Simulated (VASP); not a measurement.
The system is AgF, a sheet with vacuum.

```xyz
2
Lattice="3.1221 0.0000 0.0000 0.0000 4.1429 0.0000 0.0000 0.0000 23.8000" Properties=species:S:1:pos:R:3 pbc="T T T"
Ag    0.0000    2.0714    7.0001
F     0.0000    0.0000    7.0001
```

The cell was built by a generator and needn't be a form met in nature.

Base run:

- Program: VASP 6.6.1
- Functional: PBE
- Potentials or basis: VASP PAW PBE potentials, release 64 (Ag, F)
- Cutoff: 520 eV
- k mesh: 9 × 7 × 1
- Occupations: fermi-dirac, width 0.05 eV
- Spin: no spin polarisation
- Hubbard terms: Ag d U = 5 eV

Its results: band gap on the k mesh 1.88 eV, indirect (least direct gap 3.46 eV).

**Question.** The run is repeated on the same cell with these changes: hubbard terms from Ag d U = 5 eV to Ag d U = 2 eV. What comes out?

**Answer.** Band gap on the k mesh 1.38 eV, indirect (least direct gap 3.55 eV).

A k mesh can miss the band edges.

Not every run made on this cell is shown here.
